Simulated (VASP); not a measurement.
# Be2Ru in VASP: notebook

Runs on Be2Ru. Level: PBEsol+U. Tasks: density of states.

Everything below comes from runs of VASP 6.6.1. Logs are shortened: lines on timing, memory, paths and dates and some standing lists are left out, and cuts for length are marked.

## Step 1: Starting point

The cell holds a sheet with vacuum, 3 atoms: a = 2.601 Å, b = 2.601 Å, c = 30.884 Å, α = 90.00°, β = 90.00°, γ = 120.00°.

The cell was built by a generator and needn't be a form met in nature.

## Step 2: Density of states, PBEsol+U

The input, POSCAR:

```
Be2Ru
1.0
    2.6011000000      0.0000000000      0.0000000000
   -1.3005500000      2.2526200000      0.0000000000
    0.0000000000      0.0000000000     30.8837600000
Be Ru
2 1
Direct
    0.3333300000      0.6666700000      0.3344800000
    0.6666700000      0.3333300000      0.2159700000
    0.0000000000      0.0000000000      0.2752300000
```

The input, INCAR.step1:

```
SYSTEM = Be2Ru
PREC     = Accurate       ! precision mode
ENCUT    = 520            ! plane-wave cutoff, eV
EDIFF    = 1E-7           ! SCF threshold, eV
ISMEAR   = -1             ! smearing method
SIGMA    = 0.05           ! smearing width, eV
LREAL    = .False.        ! projectors in reciprocal space
LASPH    = .True.         ! aspherical terms in the spheres
NELM     = 80             ! most SCF steps
ALGO     = Normal         ! electronic algorithm
ISIF     = 2              ! what is computed and relaxed
LWAVE    = .False.        ! write WAVECAR
LCHARG   = .True.         ! write CHGCAR
LMAXMIX  = 4              ! l up to which the mixer works
LDAU     = .True.         ! DFT+U
LDAUTYPE = 2            
LDAUL    = -1 2           ! shell
LDAUU    = 0 3            ! U, eV
LDAUJ    = 0 0          
LDAUPRINT= 1            
LDIPOL   = .True.       
IDIPOL   = 3            
DIPOL    = 0.5 0.5 0.275
GGA      = PS             ! functional
```

The input, KPOINTS.step1:

```
Automatic mesh
0
Gamma
  12 12 1
  0 0 0
```

The input, INCAR.step2:

```
SYSTEM = Be2Ru
PREC     = Accurate       ! precision mode
ENCUT    = 520            ! plane-wave cutoff, eV
EDIFF    = 1E-7           ! SCF threshold, eV
ISMEAR   = -5             ! smearing method
SIGMA    = 0.05           ! smearing width, eV
LREAL    = .False.        ! projectors in reciprocal space
LASPH    = .True.         ! aspherical terms in the spheres
NELM     = 80             ! most SCF steps
ALGO     = Normal         ! electronic algorithm
ISIF     = 2              ! what is computed and relaxed
LWAVE    = .False.        ! write WAVECAR
LCHARG   = .False.        ! write CHGCAR
LMAXMIX  = 4              ! l up to which the mixer works
LDAU     = .True.         ! DFT+U
LDAUTYPE = 2            
LDAUL    = -1 2           ! shell
LDAUU    = 0 3            ! U, eV
LDAUJ    = 0 0          
LDAUPRINT= 1            
LDIPOL   = .True.       
IDIPOL   = 3            
DIPOL    = 0.5 0.5 0.275
GGA      = PS             ! functional
LORBIT   = 11             ! projections on sites
NEDOS    = 2001           ! points of the DOS
ICHARG   = 11             ! starting density
```

The input, KPOINTS.step2:

```
Automatic mesh
0
Gamma
  18 18 1
  0 0 0
```

Potentials or basis: VASP PAW PBE potentials, release 64 (Be, Ru_pv).

On the command line:

```console
> cat potpaw_PBE.64/Be/POTCAR potpaw_PBE.64/Ru_pv/POTCAR > POTCAR
> cp INCAR.step1 INCAR
> cp KPOINTS.step1 KPOINTS
> mpirun -np 1 vasp_std > vasp.out
> cp INCAR.step2 INCAR
> cp KPOINTS.step2 KPOINTS
> mpirun -np 1 vasp_std > vasp.out
```

OUTCAR:

```text
SYSTEM = Be2Ru
   PREC = Accurate
   ENCUT = 520
   EDIFF = 1E-7
   ISMEAR = -5
   LREAL = .False.
   LASPH = .True.
   NELM = 80
   ISIF = 2
   GGA = PS
   LORBIT = 11
   ICHARG = 11

 ion  position               nearest neighbor table
   1  0.333  0.667  0.334-   3 2.37   3 2.37   3 2.37
   2  0.667  0.333  0.216-   3 2.37   3 2.37   3 2.37
   3  0.000  0.000  0.275-   1 2.37   1 2.37   1 2.37   2 2.37   2 2.37   2 2.37

  LATTYP: Found a hexagonal cell.
 ALAT       =     2.6011000000
 C/A-ratio  =    11.8733458921

  Lattice vectors:

 A1 = (   2.6011000000,   0.0000000000,   0.0000000000)
 A2 = (  -1.3005500000,   2.2526200000,   0.0000000000)
 A3 = (   0.0000000000,   0.0000000000,  30.8837600000)

Analysis of symmetry for initial positions (statically):
=====================================================================
 Subroutine PRICEL returns:
 Original cell was already a primitive cell.

 Routine SETGRP: Setting up the symmetry group for a
 hexagonal supercell.

 Subroutine GETGRP returns: Found  2 space group operations
 (whereof  2 operations were pure point group operations)
 out of a pool of 24 trial point group operations.

The static configuration has the point symmetry C_1h.

Analysis of symmetry for dynamics (positions and initial velocities):
=====================================================================
 Subroutine PRICEL returns:
 Original cell was already a primitive cell.

 Routine SETGRP: Setting up the symmetry group for a
 hexagonal supercell.

 Subroutine GETGRP returns: Found  2 space group operations
 (whereof  2 operations were pure point group operations)
 out of a pool of 24 trial point group operations.

The dynamic configuration has the point symmetry C_1h.

 Subroutine INISYM returns: Found  2 space group operations
 (whereof  2 operations are pure point group operations),
 and found     1 'primitive' translations

----------------------------------------------------------------------------------------

                                     Primitive cell

  volume of cell :     180.9569

  direct lattice vectors                    reciprocal lattice vectors
     2.601100000  0.000000000  0.000000000     0.384452732  0.221963758  0.000000000
    -1.300550000  2.252620000  0.000000000     0.000000000  0.443927516  0.000000000
     0.000000000  0.000000000 30.883760000     0.000000000  0.000000000  0.032379477

  length of vectors
     2.601100000  2.601101145 30.883760000     0.443927711  0.443927516  0.032379477

  position of ions in fractional coordinates (direct lattice)
     0.333330000  0.666670000  0.334480000
     0.666670000  0.333330000  0.215970000
     0.000000000  0.000000000  0.275230000

  ion indices of the primitive-cell ions
   primitive index   ion index
                 1           1
                 2           2
                 3           3

----------------------------------------------------------------------------------------

 KPOINTS: Automatic mesh

Automatic generation of k-mesh.
 Grid dimensions read from file:
 generate k-points for:   18   18    1

 Generating k-lattice:

  Cartesian coordinates                     Fractional coordinates (reciprocal lattice)
     0.021358485  0.012331320  0.000000000     0.055555556 -0.000000000  0.000000000
     0.000000000  0.024662640  0.000000000     0.000000000  0.055555556  0.000000000
     0.000000000  0.000000000  0.032379477     0.000000000  0.000000000  1.000000000

  Length of vectors
     0.024662651  0.024662640  0.032379477

  Shift w.r.t. Gamma in fractional coordinates (k-lattice)
     0.000000000  0.000000000  0.000000000

 TETIRR: Found    495 inequivalent tetrahedra from     1944

 Subroutine IBZKPT returns following result:
 ===========================================

 Found     91 irreducible k-points:

 Following reciprocal coordinates:
            Coordinates               Weight
[... 51 lines left out ...]
   POTIM  = 0.5000    time-step for ionic-motion
   TEBEG  =    0.0;   TEEND  =   0.0 temperature during run
   PSTRESS=    0.0 pullay stress
   NELECT =      18.0000    total number of electrons
   NUPDOWN=      -1.0000    fix difference up-down
   EMIN   =  10.00;   EMAX   =-10.00  energy-range for DOS
   EFERMI =   0.00;   METHOD = LEGACY
   ISMEAR =    -5;   SIGMA  =   0.05  broadening in eV -4-tet -1-fermi 0-gaus
   EFERMI_NEDOS =   21; number of points for ismear=-14 and -15
   IALGO  =     38    algorithm
   IMIX   =      4    mixing-type and parameters
     AMIX     =   0.40;   BMIX     =  1.00
     AMIX_MAG =   1.60;   BMIX_MAG =  1.00
  volume/ion in A,a.u.               =      60.32       407.05
  Fermi-wavevector in a.u.,A,eV,Ry     =   0.758532  1.433418  7.828396  0.575371
  Thomas-Fermi vector in A             =   1.857124
   LORBIT       =     11    0 simple, 1 ext, 2 COOP (PROOUT), +10 PAW based schemes
 LDA+U is selected, type is set to LDAUTYPE =  2
   angular momentum for each species LDAUL =    -1    2
   U (eV)           for each species LDAUU =   0.0  3.0
   J (eV)           for each species LDAUJ =   0.0  0.0
   GGA     = PS    functional components
   LHFCALC =     F    Hartree Fock is set to
   AEXX    =    0.0000 exact exchange contribution
   IVDW    =     0    specifies the selected vdW correction
   LEPSILON=     F    determine dielectric tensor
   LRPA    =     F    only Hartree local field effects (RPA)
 non-spin polarized calculation
 Fermi weights with tetrahedron method with Bloechl corrections
  energy-cutoff  :      520.00
  volume of cell :      180.96
 maximum number of plane-waves:      4929

atom =   3  type =  2  l = 2

 onsite density matrix

spin component  1

  0.5810  0.0000 -0.0000 -0.0449  0.0000
  0.0000  0.6646 -0.0000 -0.0000 -0.0449
 -0.0000 -0.0000  0.6287  0.0000  0.0000
 -0.0449 -0.0000  0.0000  0.6646  0.0000
  0.0000 -0.0449  0.0000  0.0000  0.5810

spin component  2

  0.5810  0.0000 -0.0000 -0.0449  0.0000
  0.0000  0.6646 -0.0000 -0.0000 -0.0449
 -0.0000 -0.0000  0.6287  0.0000  0.0000
 -0.0449 -0.0000  0.0000  0.6646  0.0000
  0.0000 -0.0449  0.0000  0.0000  0.5810

 occupancies and eigenvectors

  o =  0.5614  v = -0.8335 -0.1663  0.0000 -0.3629 -0.3820  0.0000  0.0000  0.0000  0.0000  0.0000      0.0000  0.0000  0.0000  0.0000  0.0000  0.0000  0.0000  0.0000  0.0000  0.0000
  o =  0.5614  v =  0.0000  0.0000  0.0000  0.0000  0.0000 -0.8335 -0.1663  0.0000 -0.3629 -0.3820      0.0000  0.0000  0.0000  0.0000  0.0000  0.0000  0.0000  0.0000  0.0000  0.0000
  o =  0.5614  v = -0.3820  0.3629  0.0000 -0.1663  0.8335  0.0000  0.0000  0.0000  0.0000  0.0000      0.0000  0.0000  0.0000  0.0000  0.0000  0.0000  0.0000  0.0000  0.0000  0.0000
  o =  0.5614  v =  0.0000  0.0000  0.0000  0.0000  0.0000 -0.3820  0.3629  0.0000 -0.1663  0.8335      0.0000  0.0000  0.0000  0.0000  0.0000  0.0000  0.0000  0.0000  0.0000  0.0000
  o =  0.6287  v =  0.0000  0.0000  1.0000 -0.0000 -0.0000  0.0000  0.0000  0.0000  0.0000  0.0000      0.0000  0.0000  0.0000  0.0000  0.0000  0.0000  0.0000  0.0000  0.0000  0.0000
  o =  0.6287  v =  0.0000  0.0000  0.0000  0.0000  0.0000  0.0000  0.0000  1.0000 -0.0000 -0.0000      0.0000  0.0000  0.0000  0.0000  0.0000  0.0000  0.0000  0.0000  0.0000  0.0000
  o =  0.6842  v =  0.0000  0.0000  0.0000  0.0000  0.0000  0.2642 -0.6873 -0.0000 -0.6069  0.2992      0.0000  0.0000  0.0000  0.0000  0.0000  0.0000  0.0000  0.0000  0.0000  0.0000
  o =  0.6842  v =  0.2642 -0.6873 -0.0000 -0.6069  0.2992  0.0000  0.0000  0.0000  0.0000  0.0000      0.0000  0.0000  0.0000  0.0000  0.0000  0.0000  0.0000  0.0000  0.0000  0.0000
  o =  0.6842  v =  0.0000  0.0000  0.0000  0.0000  0.0000 -0.2992 -0.6069  0.0000  0.6873  0.2642      0.0000  0.0000  0.0000  0.0000  0.0000  0.0000  0.0000  0.0000  0.0000  0.0000
  o =  0.6842  v = -0.2992 -0.6069  0.0000  0.6873  0.2642  0.0000  0.0000  0.0000  0.0000  0.0000      0.0000  0.0000  0.0000  0.0000  0.0000  0.0000  0.0000  0.0000  0.0000  0.0000

 number of electron      18.0000000 magnetization

 dipolmoment           0.000000      0.000000     -0.000008 electrons x Angstroem

 Free energy of the ion-electron system (eV)
  ---------------------------------------------------
  ext. energy  EPLUGINS =         0.00000000
  ---------------------------------------------------
  free energy    TOTEN  =       -13.07129461 eV

  energy without entropy =      -13.07129461  energy(sigma->0) =      -13.07129461

 E-fermi :  -2.3179     XC(G=0):  -2.7477

 val. band max:       -2.3572416698   @ k =  -0.2222   0.1667   0.0000
 cond. band min:      -2.3169372568   @ k =   0.5000   0.3889   0.0000
 fundamental gap:      0.0403044130
 Fermi energy:        -2.3179276052

 k-point     1 :       0.0000    0.0000    0.0000
  band No.  band energies     occupation
      1     -44.4808      2.00000
      2     -44.0734      2.00000
      3     -44.0734      2.00000
      4     -10.3741      2.00000
      5      -8.0730      2.00000
      6      -7.4913      2.00000
      7      -4.4730      2.00000
      8      -4.4730      2.00000
      9      -3.6855      2.00000
     10      -2.5607      2.00000
     11      -1.9221      0.00000
     12      -1.9221      0.00000
     13       1.9923      0.00000
[... 354 lines left out ...]
  band No.  band energies     occupation
      1     -44.4457      2.00000
      2     -44.2988      2.00000
      3     -44.1289      2.00000
      4      -9.7025      2.00000
      5      -7.8605      2.00000
      6      -6.8869      2.00000
      7      -5.0988      2.00000
      8      -3.7236      2.00000
      9      -3.6175      2.00000
     10      -3.1913      2.00000
     11      -2.1905     -0.10182
     12      -0.6101      0.00000
     13       2.6011      0.00000

 [... further k-points ...]

------------------------ aborting loop because EDIFF is reached ----------------------------------------

 vacuum level on the upper side and lower side of the slab       (xc-potential included)        -0.009        -0.009

  FORCE on cell =-STRESS in cart. coord.  units (eV):
  Direction    XX          YY          ZZ          XY          YZ          ZX
  --------------------------------------------------------------------------------------
  -------------------------------------------------------------------------------------
  Total       -0.7027283     -0.7028140     -1.1573803     -0.0000735     -0.0000438      0.0000758
  in kB       -6.2218978     -6.2226563    -10.2473490     -0.0006505     -0.0003878      0.0006713
  external PRESSURE =      -7.5639677 kB  Pullay stress =       0.0000000 kB

 VOLUME and BASIS-vectors are now :
 -----------------------------------------------------------------------------
  energy-cutoff  :      520.00
  volume of cell :      180.96
      direct lattice vectors                 reciprocal lattice vectors
     2.601100000  0.000000000  0.000000000     0.384452732  0.221963758  0.000000000
    -1.300550000  2.252620000  0.000000000     0.000000000  0.443927516  0.000000000
     0.000000000  0.000000000 30.883760000     0.000000000  0.000000000  0.032379477

 POSITION                                       TOTAL-FORCE (eV/Angst)
 -----------------------------------------------------------------------------------
     -0.00001      1.50175     10.33000         0.000020     -0.000012     -0.352918
      1.30056      0.75087      6.66997        -0.000019      0.000011      0.354298
      0.00000      0.00000      8.50014        -0.000001      0.000001     -0.001380
 -----------------------------------------------------------------------------------
    total drift:                               -0.000002      0.000001     -0.000047

  FREE ENERGIE OF THE ION-ELECTRON SYSTEM (eV)
  ---------------------------------------------------
  free  energy   TOTEN  =       -13.0712946074 eV

  energy  without entropy=      -13.0712946074  energy(sigma->0) =      -13.07129461

 vacuum level on the upper side and lower side of the slab         2.377         2.377

 total charge

# of ion       s       p       d       tot
------------------------------------------
    1        0.393   0.512   0.000   0.905
    2        0.393   0.512   0.000   0.905
    3        0.409   6.331   6.192  12.932
--------------------------------------------------
tot          1.196   7.355   6.192  14.743
```

It took 3.6 min on 1 thread of Intel Xeon Platinum 8488C (Sapphire Rapids), shared host; peak memory 0.43 GiB.

What came out:

- Valence electrons inside the program's atomic spheres: Be 0.91; Ru 12.93

States per cell in windows of 0.5 eV (zero at the Fermi level; states under -8 eV left out):
| from (eV) | total | Ru3_d | Be2_p | Be1_p | Ru3_p | Be1_s | Be2_s |
| --- | --- | --- | --- | --- | --- | --- | --- |
| -8.0 | 0.12 | 0.00 | 0.00 | 0.00 | 0.00 | 0.01 | 0.01 |
| -7.5 | 0.13 | 0.00 | 0.00 | 0.00 | 0.00 | 0.01 | 0.01 |
| -7.0 | 0.14 | 0.00 | 0.00 | 0.00 | 0.00 | 0.02 | 0.02 |
| -6.5 | 0.19 | 0.02 | 0.01 | 0.01 | 0.01 | 0.02 | 0.02 |
| -6.0 | 0.90 | 0.36 | 0.02 | 0.02 | 0.03 | 0.07 | 0.07 |
| -5.5 | 1.95 | 0.84 | 0.07 | 0.07 | 0.06 | 0.13 | 0.13 |
| -5.0 | 0.58 | 0.32 | 0.02 | 0.02 | 0.01 | 0.02 | 0.02 |
| -4.5 | 0.81 | 0.51 | 0.02 | 0.02 | 0.02 | 0.02 | 0.02 |
| -4.0 | 0.76 | 0.45 | 0.03 | 0.03 | 0.02 | 0.01 | 0.02 |
| -3.5 | 0.77 | 0.42 | 0.04 | 0.04 | 0.02 | 0.01 | 0.01 |
| -3.0 | 0.89 | 0.60 | 0.03 | 0.03 | 0.03 | 0.01 | 0.01 |
| -2.5 | 0.74 | 0.48 | 0.03 | 0.03 | 0.04 | 0.00 | 0.00 |
| -2.0 | 1.63 | 0.78 | 0.11 | 0.11 | 0.07 | 0.03 | 0.03 |
| -1.5 | 0.79 | 0.43 | 0.04 | 0.04 | 0.04 | 0.02 | 0.02 |
| -1.0 | 1.34 | 0.85 | 0.06 | 0.06 | 0.03 | 0.02 | 0.02 |
| -0.5 | 0.62 | 0.28 | 0.04 | 0.04 | 0.03 | 0.02 | 0.02 |
| 0.0 | 1.02 | 0.53 | 0.06 | 0.06 | 0.04 | 0.02 | 0.02 |
| 0.5 | 0.46 | 0.19 | 0.04 | 0.04 | 0.01 | 0.01 | 0.01 |
| 1.0 | 0.43 | 0.21 | 0.02 | 0.02 | 0.01 | 0.01 | 0.01 |
| 1.5 | 0.63 | 0.30 | 0.04 | 0.04 | 0.02 | 0.01 | 0.01 |
| 2.0 | 0.90 | 0.40 | 0.06 | 0.06 | 0.02 | 0.03 | 0.03 |
| 2.5 | 0.69 | 0.23 | 0.07 | 0.07 | 0.03 | 0.01 | 0.01 |
| 3.0 | 0.46 | 0.10 | 0.06 | 0.06 | 0.03 | 0.01 | 0.01 |
| 3.5 | 1.15 | 0.15 | 0.14 | 0.14 | 0.04 | 0.05 | 0.05 |
| 4.0 | 0.65 | 0.07 | 0.09 | 0.09 | 0.03 | 0.02 | 0.02 |
| 4.5 | 0.39 | 0.06 | 0.03 | 0.03 | 0.01 | 0.01 | 0.01 |
| 5.0 | 0.53 | 0.06 | 0.05 | 0.05 | 0.01 | 0.03 | 0.03 |
| 5.5 | 0.31 | 0.02 | 0.03 | 0.03 | 0.00 | 0.01 | 0.01 |
| 6.0 | 0.31 | 0.02 | 0.03 | 0.03 | 0.00 | 0.01 | 0.01 |
| 6.5 | 0.09 | 0.01 | 0.01 | 0.01 | 0.00 | 0.00 | 0.00 |
| 7.0 | 0.00 | 0.00 | 0.00 | 0.00 | 0.00 | 0.00 | 0.00 |
| 7.5 | 0.00 | 0.00 | 0.00 | 0.00 | 0.00 | 0.00 | 0.00 |

Eigenvalues of the final occupation matrices:
```tsv
site	spin	trace	eigenvalues
site 3 d	1	3.12	0.56 0.56 0.63 0.68 0.68
site 3 d	2	3.12	0.56 0.56 0.63 0.68 0.68
```

Caveat: the PAW data sets were made with another functional, which shifts forces and pressure a little; U without spin polarisation on a metal has little footing; the U is typed as a test and isn't derived for this compound; tetrahedron occupations give inexact forces and stress in metals.

## Step 3: Density of states, PBEsol+U

POSCAR is that of step 2.

INCAR.step1: that of step 2 with these lines changed.

```diff
@@ -17,3 +17,3 @@
 LDAUL    = -1 2           ! shell
-LDAUU    = 0 3            ! U, eV
+LDAUU    = 0 4            ! U, eV
 LDAUJ    = 0 0
```

KPOINTS.step1 is that of step 2.

INCAR.step2: that of step 2 with these lines changed.

```diff
@@ -17,3 +17,3 @@
 LDAUL    = -1 2           ! shell
-LDAUU    = 0 3            ! U, eV
+LDAUU    = 0 4            ! U, eV
 LDAUJ    = 0 0
```

KPOINTS.step2 is that of step 2.

Potentials or basis: VASP PAW PBE potentials, release 64 (Be, Ru_pv).

On the command line:

```console
> cat potpaw_PBE.64/Be/POTCAR potpaw_PBE.64/Ru_pv/POTCAR > POTCAR
> cp INCAR.step1 INCAR
> cp KPOINTS.step1 KPOINTS
> mpirun -np 1 vasp_std > vasp.out
> cp INCAR.step2 INCAR
> cp KPOINTS.step2 KPOINTS
> mpirun -np 1 vasp_std > vasp.out
```

Wall time 3.9 min (1 thread of Intel Xeon Platinum 8488C (Sapphire Rapids), shared host); peak memory 0.43 GiB.

The run converged. Its results:

```yaml
Valence_electrons_inside_the_program's_atomic_spheres: Be 0.90; Ru 12.96
```

Levels at points of the mesh, in eV from the Fermi level:
```
           k point  band 7  band 8  band 9  band 10  band 11  band 12
(0.00, 0.00, 0.00)   -2.17   -2.17   -1.36    -0.22     0.33     0.33
(0.50, 0.00, 0.00)   -1.53   -0.91    0.35     2.57     2.65     3.54
(0.50, 0.50, 0.00)   -1.53   -0.91    0.35     2.57     2.65     3.54
```

States per cell in windows of 1 eV (zero at the Fermi level; states under -8 eV left out):
| from (eV) | total | Ru3_d | Be1_p | Be2_p | Ru3_p | Be1_s | Be2_s |
| --- | --- | --- | --- | --- | --- | --- | --- |
| -8.0 | 0.24 | 0.00 | 0.00 | 0.00 | 0.00 | 0.03 | 0.03 |
| -7.0 | 0.31 | 0.02 | 0.01 | 0.01 | 0.01 | 0.03 | 0.03 |
| -6.0 | 2.66 | 1.17 | 0.09 | 0.09 | 0.07 | 0.18 | 0.18 |
| -5.0 | 1.36 | 0.81 | 0.04 | 0.04 | 0.03 | 0.03 | 0.03 |
| -4.0 | 1.56 | 0.90 | 0.07 | 0.07 | 0.04 | 0.03 | 0.03 |
| -3.0 | 1.54 | 1.02 | 0.06 | 0.06 | 0.07 | 0.01 | 0.01 |
| -2.0 | 2.43 | 1.24 | 0.14 | 0.14 | 0.11 | 0.04 | 0.04 |
| -1.0 | 1.94 | 1.12 | 0.09 | 0.09 | 0.05 | 0.03 | 0.03 |
| 0.0 | 1.46 | 0.69 | 0.10 | 0.10 | 0.05 | 0.03 | 0.03 |
| 1.0 | 1.04 | 0.50 | 0.06 | 0.06 | 0.03 | 0.02 | 0.02 |
| 2.0 | 1.51 | 0.60 | 0.12 | 0.12 | 0.05 | 0.03 | 0.03 |
| 3.0 | 1.56 | 0.24 | 0.19 | 0.19 | 0.07 | 0.06 | 0.06 |
| 4.0 | 1.05 | 0.13 | 0.12 | 0.12 | 0.04 | 0.03 | 0.03 |
| 5.0 | 0.89 | 0.09 | 0.09 | 0.09 | 0.01 | 0.05 | 0.04 |
| 6.0 | 0.39 | 0.02 | 0.04 | 0.04 | 0.00 | 0.01 | 0.01 |
| 7.0 | 0.00 | 0.00 | 0.00 | 0.00 | 0.00 | 0.00 | 0.00 |

Eigenvalues of the final occupation matrices:
```
    site  spin  trace               eigenvalues
site 3 d     1   3.13  0.55 0.55 0.63 0.70 0.70
site 3 d     2   3.13  0.55 0.55 0.63 0.70 0.70
```

Caveat: the PAW data sets were made with another functional, which shifts forces and pressure a little; U without spin polarisation on a metal has little footing; the U is typed as a test and isn't derived for this compound; tetrahedron occupations give inexact forces and stress in metals.
